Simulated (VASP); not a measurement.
These are PBE GGA, VASP's PBE PAW potentials (set 64) (plane waves; VASP 6.6.1) values and carry that method's errors. For the first row: Numerical set-up: 520 eV cut-off, 7×7×7 Γ-centred mesh, Gaussian smearing of 0.050 eV, potentials Mg Si.

```json
[
 {"system": "Mg$_{2}$Si (antifluorite)", "energy (eV/atom)": "-2.9696"},
 {"system": "Mg atom", "energy (eV/atom)": "-0.0009"},
 {"system": "Si atom", "energy (eV/atom)": "-0.8103"}
]
```

Atoms are spin-polarised in a large box without symmetry, with the spin fixed by Hund's rule, and may not be in the lowest state of each functional; no zero-point energy is added.

**Question.** What is the cohesive energy per atom of Mg2Si?

**Answer.** The references average (2×(-0.0009) + 1×(-0.8103))/3 = -0.2707 eV, so the cohesive energy is -0.2707 − (-2.9696) = 2.699 eV/atom.
